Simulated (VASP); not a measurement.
OSZICAR of a VASP run on KMgF₃ (cubic perovskite):

File OSZICAR:
```
       N       E                     dE             d eps       ncg     rms          rms(c)
DAV:   1     0.239921774188E+03    0.23992E+03   -0.17758E+04   800   0.156E+03
DAV:   2    -0.163195079170E+02   -0.25624E+03   -0.24765E+03  1108   0.386E+02
DAV:   3    -0.263100938293E+02   -0.99906E+01   -0.99638E+01   956   0.747E+01
DAV:   4    -0.266617523495E+02   -0.35166E+00   -0.35121E+00  1404   0.112E+01
DAV:   5    -0.266636276359E+02   -0.18753E-02   -0.18752E-02   920   0.770E-01    0.897E+00
DAV:   6    -0.244561227139E+02    0.22075E+01   -0.96039E+00   884   0.225E+01    0.370E+00
DAV:   7    -0.244465475570E+02    0.95752E-02   -0.23681E-01  1068   0.334E+00    0.234E+00
DAV:   8    -0.244464223224E+02    0.12523E-03   -0.71533E-02   924   0.292E+00    0.276E-01
DAV:   9    -0.244463807361E+02    0.41586E-04   -0.13217E-02  1016   0.837E-01    0.120E-01
DAV:  10    -0.244467140211E+02   -0.33329E-03   -0.11742E-03  1072   0.275E-01    0.651E-02
DAV:  11    -0.244467500491E+02   -0.36028E-04   -0.20291E-04   952   0.109E-01    0.289E-02
DAV:  12    -0.244467283471E+02    0.21702E-04   -0.11190E-04   924   0.726E-02    0.185E-03
DAV:  13    -0.244467287016E+02   -0.35450E-06   -0.18908E-06   984   0.111E-02    0.832E-04
DAV:  14    -0.244467285913E+02    0.11025E-06   -0.19405E-07   752   0.338E-03    0.509E-04
DAV:  15    -0.244467286140E+02   -0.22738E-07   -0.13596E-08   620   0.103E-03
   1 F= -.25264263E+02 E0= -.25264263E+02  d E =-.145016E-11
```

Q: Which electronic solver shows in the log?

A: It is blocked Davidson (ALGO = Normal, or the opening steps of other solvers). The INCAR had ALGO = Normal.

Q: Can the final energy be trusted as converged?

A: Self-consistency was reached. It stopped with EDIFF = 1E-7, NELM = 100 (PBE GGA with D3 dispersion (zero damping), plane waves, VASP's PBE PAW potentials (set 64)).

The compound is KMgF3 in the cubic perovskite structure. It was relaxed first.
